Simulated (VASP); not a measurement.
Input:

```xyz
1
Lattice="0.0000 2.0333 2.0333 2.0333 0.0000 2.0333 2.0333 2.0333 0.0000" Properties=species:S:1:pos:R:3 pbc="T T T"
Pt     0.0000     0.0000     0.0000
```

The numbers are results of vdW-DF2, VASP's PBE PAW potentials (set 64) (plane waves; VASP), not measurements. Run with 520 eV cut-off, 15×15×15 Γ-centred mesh, first-order Methfessel-Paxton smearing of 0.10 eV, potentials Pt.

### Question
Give the stress tensor in GPa (positive for a compressed cell).

### Answer

```
6.05  0.00  0.00
0.00  6.05  0.00
0.00  0.00  6.05
```
The pressure is its mean diagonal, 6.05 GPa.

The compound is Pt in the fcc structure. This cell is one point of a volume scan, at 0.97 of the reference volume.
